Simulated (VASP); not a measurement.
Here is a VASP 6.6.1 calculation.

Contents of INCAR:

```
SYSTEM = Pt
PREC = Accurate ; ENCUT = 600
EDIFF = 1E-6 ; ISMEAR = 1
SIGMA = 0.1 ; LREAL = .False.
LASPH = .True. ; NELM = 80
ALGO = Normal ; ISIF = 3
LWAVE = .False. ; LCHARG = .False.
METAGGA = R2SCAN ; LMIXTAU = .True.
LUSE_VDW = .True. ; IVDW_NL = 2
BPARAM = 11.95 ; CPARAM = 0.0093
IBRION = 2 ; NSW = 90
EDIFFG = -0.01
```

KPOINTS

```
regular mesh
0
Gamma
  16 16 16
  0 0 0
```

File POSCAR:

```
Pt
1.0
    0.0000000000      1.9609000000      1.9609000000
    1.9609000000      0.0000000000      1.9609000000
    1.9609000000      1.9609000000      0.0000000000
Pt
1
Direct
    0.0000000000      0.0000000000      0.0000000000
```

Potentials or basis: VASP PAW PBE potentials, release 64 (Pt).

Command:

```bash
$ cat potpaw_PBE.64/Pt/POTCAR > POTCAR
$ mpirun -np 1 vasp_std > vasp.out
```

**Question.** Estimate the band gap on the k mesh.

**Answer.** None (metal or under the smearing width).

**Question.** Estimate the space group after relaxing (to 0.05 Å).

**Answer.** Fm-3m (No. 225).

**Question.** Predict the relaxed volume.

**Answer.** 15.22 Å³/atom.

**Question.** Estimate the relaxed cell.

**Answer.** a = 2.782 Å, b = 2.782 Å, c = 2.782 Å, α = 60.00°, β = 60.00°, γ = 60.00°.

Step by step:
```tsv
step	energy change (eV)	largest force (eV/Å)	pressure (GPa)	volume (Å³)
1	0.0000	0.0000	2.64	15.08
2	0.0083	0.0000	-7.07	15.63
3	-0.0011	0.0000	-0.04	15.22
```

Caveat: the PAW data sets were made with another functional, which shifts forces and pressure a little; pairwise dispersion overbinds metals, which lowers pressure and volume. Spin-orbit coupling is left out, which matters for the levels of Pt.
